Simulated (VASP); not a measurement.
Energy against volume of HfO$_{2}$ (fluorite). Computed with PBE GGA, VASP's PBE PAW potentials (set 64) (plane waves; VASP).

```csv
V (Å³/atom),E (eV/atom)
10.223,-10.04740
10.550,-10.07414
10.876,-10.08274
11.202,-10.07590
11.528,-10.05582
```

### Question
Fit a third-order Birch-Murnaghan equation of state.

### Answer

```json
{
  "volume_per_atom": "10.89 Å³/atom",
  "bulk_modulus": "252 GPa",
  "pressure_derivative_of_the_bulk_modulus": "4.27",
  "lattice_constant_a": "5.074 Å"
}
```

The compound is HfO2 in the fluorite structure, the high-temperature cubic form, which is unstable at 0 K; the monoclinic form is the stable one. It was relaxed first.
